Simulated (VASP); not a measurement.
A VASP calculation is set up with these files.

INCAR:
```
SYSTEM = PbO2
PREC = Accurate
ENCUT = 520
EDIFF = 1E-7
NELM = 100
ALGO = Normal
LREAL = .FALSE.
LASPH = .TRUE.
ISMEAR = 0
SIGMA = 0.05
GGA = MK
PARAM1 = 0.1234568
PARAM2 = 0.7114
ZAB_VDW = -1.8867
LUSE_VDW = .TRUE.
AGGAC = 0.0
LMAXMIX = 4
LWAVE = .FALSE.
LCHARG = .FALSE.
ISIF = 4
IBRION = 2
NSW = 30
EDIFFG = -0.01
```

POSCAR:
```
PbO2
1
    4.9740429593     0.0000000000     0.0000000000
    0.0000000000     4.9740429593     0.0000000000
    0.0000000000     0.0000000000     3.4152648734
Pb O
2 4
Direct
  0.0000000000   0.0000000000   0.0000000000
  0.5000000000   0.5000000000   0.5000000000
  0.3073757315   0.3073757315   0.0000000000
  0.8073757315   0.1926242685   0.5000000000
  0.1926242685   0.8073757315   0.5000000000
  0.6926242685   0.6926242685   0.0000000000
```

File KPOINTS:
```
Automatic mesh
0
Gamma
5 5 7
0 0 0
```

POTCAR, in this order: Pb_d O (PBE.64 set). Program: vasp_std.

Task: Write an equivalent input for Quantum ESPRESSO's pw.x.

Result: One equivalent input (not run):
```
&CONTROL
  calculation = 'vc-relax'
  pseudo_dir = './pseudo'
  outdir = './out'
  tprnfor = .true.
  tstress = .true.
  nstep = 30
  forc_conv_thr = 0.00039
/
&SYSTEM
  ibrav = 0
  nat = 6
  ntyp = 2
  ecutwfc = 84
  occupations = 'smearing'
  smearing = 'gaussian'
  degauss = 0.003675
  input_dft = 'vdw-df2-b86r'
/
&ELECTRONS
  conv_thr = 7.3e-09
  electron_maxstep = 100
/
&IONS
/
&CELL
  cell_dofree = 'shape'
/
ATOMIC_SPECIES
  Pb 207.200 Pb.upf
  O 15.999 O.upf
CELL_PARAMETERS angstrom
     4.9740430    0.0000000    0.0000000
     0.0000000    4.9740430    0.0000000
     0.0000000    0.0000000    3.4152649
ATOMIC_POSITIONS crystal
  Pb   0.0000000  0.0000000  0.0000000
  Pb   0.5000000  0.5000000  0.5000000
  O    0.3073757  0.3073757  0.0000000
  O    0.8073757  0.1926243  0.5000000
  O    0.1926243  0.8073757  0.5000000
  O    0.6926243  0.6926243  0.0000000
K_POINTS automatic
  5 5 7 0 0 0
```
What does not carry over: the potentials are each code's own (VASP's PAW set, PseudoDojo norm-conserving files in pw.x), so ENCUT and ecutwfc are chosen apart and not converted; conv_thr bounds pw.x's estimated SCF error, while EDIFF bounds the energy change between steps; forc_conv_thr acts on force components and is met together with etot_conv_thr.

The compound is PbO2 in the rutile structure. This cell is one point of a volume scan, at 0.97 of the reference volume. Symmetry was kept, so distortions that lower it aren't found.
